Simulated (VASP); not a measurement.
Given:

```
Ga
1.0
    2.26000    -3.83000     0.00000
    2.26000     3.83000     0.00000
    0.00000     0.00000     4.53000
Ga
4
Direct
  0.15490   0.84510   0.91900
  0.34510   0.65490   0.41900
  0.65490   0.34510   0.58100
  0.84510   0.15490   0.08100
```

Calculation: PBE GGA, VASP's PBE PAW potentials (set 64) (plane waves; VASP 6.6.1). Run with 400 eV cut-off, 6×6×5 Γ-centred mesh, first-order Methfessel-Paxton smearing of 0.10 eV, potentials Ga_d.

Question: Which forces act on the atoms, in eV/Å?

Answer: 
```
atom     Fx      Fy      Fz
----  -----  ------  ------
Ga1   0.000  -0.073  -0.012
Ga2   0.000   0.073  -0.012
Ga3   0.000  -0.073   0.012
Ga4   0.000   0.073   0.012
```

Question: Give the stress tensor in GPa (positive for a compressed cell).

Answer: 
```
1.55  0.00  0.00
0.00  1.89  0.00
0.00  0.00  1.50
```
The pressure is its mean diagonal, 1.65 GPa.

The compound is Ga in the alpha structure. The cell was not relaxed at this level.
